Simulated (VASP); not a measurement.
Data:

```
CELL_PARAMETERS angstrom
      0.00000     2.46241     2.46241
      2.46241     0.00000     2.46241
      2.46241     2.46241     0.00000
ATOMIC_POSITIONS crystal
  Cu 0.00000 0.00000 0.00000
  Cl 0.25000 0.25000 0.25000
```

Method: PBE GGA, VASP's PBE PAW potentials (set 64) (plane waves; VASP). Numerical set-up: 500 eV cut-off, 9×9×9 Γ-centred mesh, Gaussian smearing of 0.050 eV, potentials Cu Cl.

Problem. What does the run give for the energy per atom (σ→0), pressure, band gap (on the k-mesh) with the smallest direct gap where there is one?

Solution. 
band gap (on the k-mesh): 1.24 eV
smallest direct gap (on the k-mesh): 1.24 eV
energy per atom (σ→0): -2.816 eV/atom
pressure: 29.88 GPa

The compound is CuCl in the zinc blende structure. It was relaxed first under an external pressure of 30 GPa.
